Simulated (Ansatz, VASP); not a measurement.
HfBr: VASP beside Ansatz

```xyz
2
Lattice="0.0000 2.7934 2.7934 2.7934 0.0000 2.7934 2.7934 2.7934 0.0000" Properties=species:S:1:pos:R:3 pbc="T T T"
Hf    0.0000    0.0000    0.0000
Br    2.7934    2.7934    2.7934
```

Alike in both runs: functional PBE; k mesh 18 × 18 × 18; occupations gaussian, width 0.1 eV; no spin polarisation.

Ansatz relaxed the structure, and its values are those at the end. VASP's run is a single point on that final structure, the one shown.

```csv
,VASP,Ansatz
version,VASP 6.6.1,Ansatz 0.2.0
potentials or method,"VASP PAW PBE potentials, release 64 (Hf_pv, Br)","scalar-relativistic, plane waves, PAW"
plane-wave cutoff (eV),520,420
valence electrons in the cell,17,33
```

```tsv
	VASP	Ansatz	Ansatz less VASP
gap on the k mesh at the Fermi level (eV)	none	none	-
pressure (GPa)	-0.6	0.0	+0.61
```

A gap of «none» marks a metal or a gap that the smearing closes. With one functional, cell and mesh, what is left measures potentials, basis and numerics. The two sets of potentials don't hold the same shells in valence.

Caveats: an odd number of electrons without spin polarisation forces a metal; a magnetic or distorted state may lie lower. Spin-orbit coupling is left out, which matters for the levels of Hf.
